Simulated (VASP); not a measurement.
Calculation: r2SCAN meta-GGA, VASP's PBE PAW potentials (set 64) (plane waves; VASP).

VASP ran on this input.

File KPOINTS:
```
Automatic mesh
0
Gamma
10 10 6
0 0 0
```

### INCAR
```
SYSTEM  =  PtS2
PREC  =  Normal; ENCUT  =  400; LREAL  =  .False.
LASPH  =  .True.
EDIFF  =  1E-5; NELM  =  100; NELMIN  =  4
ALGO  =  Normal; LMAXMIX  =  6; LMIXTAU  =  .True.
ISMEAR  =  0; SIGMA  =  0.05
METAGGA  =  R2SCAN
IBRION  =  2; NSW  =  20; ISIF  =  2
EDIFFG  =  -0.03
LWAVE  =  .False.; LCHARG  =  .False.
```

### POSCAR
```
PtS2
1
    3.5505544521     0.0000000000     0.0000000000
   -1.7752772261     3.0748704240     0.0000000000
    0.0000000000     0.0000000000     5.5067302247
Pt S
1 2
Direct
  0.0000000000   0.0000000000   0.0000000000
  0.3333330000   0.6666670000   0.2300000000
  0.6666670000   0.3333330000   0.7700000000
```

POTCAR, in this order: Pt S (PBE.64 set). Program: vasp_std.

### Question
Estimate the energy per atom (σ→0).

### Answer

| Quantity | Result |
|---|---|
| energy per atom (σ→0) | -2215.1 kJ/mol of atoms |

File OSZICAR:
```
...
DAV:   2    -0.688720411926E+02   -0.14261E-02   -0.12912E-02  2867   0.828E-01    0.169E-01
DAV:   3    -0.688724900771E+02   -0.44888E-03   -0.45708E-04  2370   0.223E-01    0.104E-01
DAV:   4    -0.688724536957E+02    0.36381E-04   -0.83670E-05  2615   0.879E-02    0.492E-02
DAV:   5    -0.688724977542E+02   -0.44058E-04   -0.36733E-05  2257   0.657E-02    0.754E-03
DAV:   6    -0.688724781907E+02    0.19563E-04   -0.11752E-05  1738   0.338E-02    0.923E-03
DAV:   7    -0.688724928212E+02   -0.14630E-04   -0.28763E-06  1157   0.163E-02    0.598E-03
DAV:   8    -0.688724865810E+02    0.62402E-05   -0.59353E-07  1101   0.711E-03
   3 F= -.68872487E+02 E0= -.68872487E+02  d E =-.174196E-01
```

The compound is PtS2 in the 1T layered structure. This run relaxes the ions in a fixed cell. Symmetry was kept, so distortions that lower it aren't found.
